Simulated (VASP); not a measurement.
Here is the system:

```xyz
4
Lattice="3.9898 0.0000 0.0000 -1.9949 3.4552 0.0000 0.0000 0.0000 5.5607" Properties=species:S:1:pos:R:3 pbc="T T T"
Mo     0.0000     0.0000     0.0000
Mo     0.0000     0.0000     2.7804
Si     0.0000     2.3035     1.3902
Si     1.9949     1.1517     4.1706
```

Method: PBE GGA, VASP's PBE PAW potentials (set 64) (plane waves; VASP). Numerical set-up: 300 eV cut-off, 7×7×4 Γ-centred mesh, Gaussian smearing of 0.20 eV, potentials Mo_sv Si.

Q: Give the energies of bands 10 to 21 at the high-symmetry points, in eV from the Fermi level.

A: 
```tsv
band	Γ	M	K	A	L	H
10	-5.91	-7.03	-7.11	-8.38	-7.17	-7.03
11	-4.41	-4.70	-4.33	-2.32	-4.05	-3.63
12	-3.34	-3.25	-3.68	-2.32	-4.05	-3.63
13	-3.34	-2.76	-3.68	-2.32	-2.17	-2.47
14	-2.78	-2.69	-1.91	-2.32	-2.17	-2.47
15	-1.57	-1.11	-1.91	-1.86	-1.54	-1.98
16	-1.57	-1.11	-1.28	-1.86	-1.54	-1.98
17	-0.74	-0.35	0.14	-0.53	-0.27	-0.24
18	-0.74	-0.02	0.21	-0.53	-0.27	-0.24
19	1.73	0.01	0.21	-0.53	0.36	-0.10
20	1.73	0.48	0.96	-0.53	0.36	-0.10
21	2.07	1.10	1.41	1.75	0.64	1.67
```

It has no gap at this level: it comes out as a metal or semimetal.

The structure was generated: SiMo was put into an ordered model structure, which need not be its known phase. The cell was not relaxed at this level.
